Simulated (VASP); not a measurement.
GaAs (zinc blende), at 1.04 of the tabulated volume:

```yaml
crystal:
  lattice:
    - [0.00000, 2.86218, 2.86218]
    - [2.86218, 0.00000, 2.86218]
    - [2.86218, 2.86218, 0.00000]
  atoms:
    - { symbol: Ga, position: [0.00000, 0.00000, 0.00000] }
    - { symbol: As, position: [0.25000, 0.25000, 0.25000] }
```

The lowest empty band near Γ, direction [100], from mBJ (TB09) with spin-orbit coupling in VASP (PAW); its two spin partners are averaged. The gap over the points computed is 1.21 eV, and the next band on that side lies 2.77 eV away at the edge.

Run with 400 eV cut-off, 9×9×9 Γ-centred mesh, Gaussian smearing of 0.050 eV, potentials Ga_d As.

```json
[
 {"distance from the edge in k (1/Å)": "0.012", "distance in energy (meV)": "7.3"},
 {"distance from the edge in k (1/Å)": "0.018", "distance in energy (meV)": "16.4"},
 {"distance from the edge in k (1/Å)": "0.025", "distance in energy (meV)": "31.3"},
 {"distance from the edge in k (1/Å)": "0.035", "distance in energy (meV)": "60.0"},
 {"distance from the edge in k (1/Å)": "0.050", "distance in energy (meV)": "117.2"},
 {"distance from the edge in k (1/Å)": "0.070", "distance in energy (meV)": "214.2"}
]
```

Problem. Fit E(1 + αE) = ħ²k²/2m* (ħ²/2m0 = 3.810 eV Å²) and predict the row at 0.095 1/Å.

Solution. Least squares on the energies gives the electron mass m* = 0.074 m0 and α = 0.82 per eV, and so 358.5 meV. The run gave 357.9 meV, -0.6 meV from the fit. So light an electron mass at Γ scales with the gap, and carries this level's error in it.

Left out are points under 3 meV from the edge, since the levels carry 0.1 meV, and points farther than half the way to the next band.

The compound is GaAs in the zinc blende structure. The cell was not relaxed at this level.
